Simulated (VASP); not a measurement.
A convergence study with VASP on LiCl (rock salt): one setting is varied, all else stays as given below, so the limit is that of these other settings.

```xyz
2
Lattice="0.0000 2.5700 2.5700 2.5700 0.0000 2.5700 2.5700 2.5700 0.0000" Properties=species:S:1:pos:R:3 pbc="T T T"
Li     0.0000     0.0000     0.0000
Cl     2.5700     2.5700     2.5700
```

Level of theory: PBE GGA, VASP's PBE PAW potentials (set 64) (plane waves; VASP 6.6.1). The tightest run used: 700 eV cut-off, 18×18×18 Γ-centred mesh, tetrahedra with Blöchl corrections, potentials Li_sv Cl.

Gaps are read on the run's mesh, which can miss a band edge.

Problem. The settings run are 3×3×3 mesh; 4×4×4 mesh; 5×5×5 mesh; 6×6×6 mesh; 7×7×7 mesh; 8×8×8 mesh; 9×9×9 mesh; 10×10×10 mesh; 11×11×11 mesh; 12×12×12 mesh; 13×13×13 mesh; 14×14×14 mesh; 15×15×15 mesh; 16×16×16 mesh; 17×17×17 mesh; 18×18×18 mesh. From which on does the stress (every component) stay within 0.5 GPa of the tightest run?

Solution. From 4×4×4 mesh on: it is off by 0.11 there and by no more than 0.5 in any finer run, while 3×3×3 mesh is off by 0.70.
| setting | E (eV/atom) | pressure (GPa) | gap on the mesh (eV) | irreducible k-points | difference judged (GPa) |
|---|---|---|---|---|---|
| 3×3×3 mesh | -3.6664 | 0.78 | 6.287 | 4 | 0.70 |
| 4×4×4 mesh | -3.6890 | 0.19 | 6.299 | 8 | 0.11 |
| 5×5×5 mesh | -3.6917 | 0.10 | 6.301 | 10 | 0.02 |
| 6×6×6 mesh | -3.6921 | 0.08 | 6.301 | 16 | 0.00 |
| 7×7×7 mesh | -3.6922 | 0.08 | 6.301 | 20 | 0.00 |
| 8×8×8 mesh | -3.6922 | 0.08 | 6.301 | 29 | 0.00 |
| 9×9×9 mesh | -3.6922 | 0.08 | 6.301 | 35 | 0.00 |
| 10×10×10 mesh | -3.6922 | 0.08 | 6.301 | 47 | 0.00 |
| 11×11×11 mesh | -3.6922 | 0.08 | 6.299 | 56 | 0.00 |
| 12×12×12 mesh | -3.6922 | 0.08 | 6.298 | 72 | 0.00 |
| 13×13×13 mesh | -3.6922 | 0.08 | 6.298 | 84 | 0.00 |
| 14×14×14 mesh | -3.6922 | 0.08 | 6.298 | 104 | 0.00 |
| 15×15×15 mesh | -3.6922 | 0.08 | 6.298 | 120 | 0.00 |
| 16×16×16 mesh | -3.6922 | 0.08 | 6.298 | 145 | 0.00 |
| 17×17×17 mesh | -3.6922 | 0.08 | 6.298 | 165 | 0.00 |
| 18×18×18 mesh | -3.6922 | 0.08 | 6.298 | 195 | 0.00 |

Left out are rungs that failed or repeat a setting and relaxations that didn't move; long series are thinned to 24 rows.

The compound is LiCl in the rock salt structure. The cell was not relaxed at this level.
